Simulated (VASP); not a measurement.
All values below come from optB88-vdW, VASP's PBE PAW potentials (set 64) (plane waves; VASP).

The input files of a VASP run:

INCAR:
```
! general
SYSTEM   = BaHfO3
PREC     = Accurate
ENCUT    = 520
LREAL    = .FALSE.
LASPH    = .TRUE.

! electronic loop
EDIFF    = 1E-7
NELM     = 100
ALGO     = Normal
LMAXMIX  = 6

! smearing
ISMEAR   = -5

! functional
GGA      = BO
LUSE_VDW = .TRUE.
AGGAC    = 0.0
PARAM1   = 0.1833333333
PARAM2   = 0.22

! ions
ISIF     = 2

! output
LWAVE    = .FALSE.
LCHARG   = .TRUE.
LORBIT   = 11
NEDOS    = 601

! other
LEFG     = .TRUE.
```

**KPOINTS**
```
Automatic mesh
0
Gamma
6 6 6
0 0 0
```

**POSCAR**
```
BaHfO3
1
    4.1886860063     0.0000000000     0.0000000000
    0.0000000000     4.1886860063     0.0000000000
    0.0000000000     0.0000000000     4.1886860063
Ba Hf O
1 1 3
Direct
  0.0000000000   0.0000000000   0.0000000000
  0.5000000000   0.5000000000   0.5000000000
  0.5000000000   0.0000000000   0.5000000000
  0.0000000000   0.5000000000   0.5000000000
  0.5000000000   0.5000000000   0.0000000000
```

POTCAR, in this order: Ba_sv Hf_pv O (PBE.64 set). Program: vasp_std.

Unless said otherwise, spin-orbit coupling is left out, though it shifts the bands of the heavy elements here.

What does the run give for the energy per atom (σ→0), band gap (on the k-mesh)?

```json
{
  "energy per atom (σ→0)": "-6.983 eV/atom",
  "band gap (on the k-mesh)": "3.61 eV"
}
```

**OSZICAR**
```
...
DAV:   9    -0.349165386347E+02    0.23161E-01   -0.14761E-01  1123   0.235E+00    0.142E+00
DAV:  10    -0.349164924570E+02    0.46178E-04   -0.10954E-02  1173   0.713E-01    0.540E-01
DAV:  11    -0.349163371684E+02    0.15529E-03   -0.90345E-04  1182   0.201E-01    0.170E-01
DAV:  12    -0.349163616039E+02   -0.24436E-04   -0.84848E-05  1241   0.660E-02    0.176E-01
DAV:  13    -0.349163647062E+02   -0.31023E-05   -0.14993E-05  1158   0.264E-02    0.262E-02
DAV:  14    -0.349163648695E+02   -0.16336E-06   -0.59832E-07  1213   0.538E-03    0.579E-03
DAV:  15    -0.349163649002E+02   -0.30675E-07   -0.17740E-07   989   0.336E-03
   1 F= -.34916365E+02 E0= -.34916365E+02  d E =0.000000E+00
```

The compound is BaHfO3 in the cubic perovskite structure. It was relaxed first.
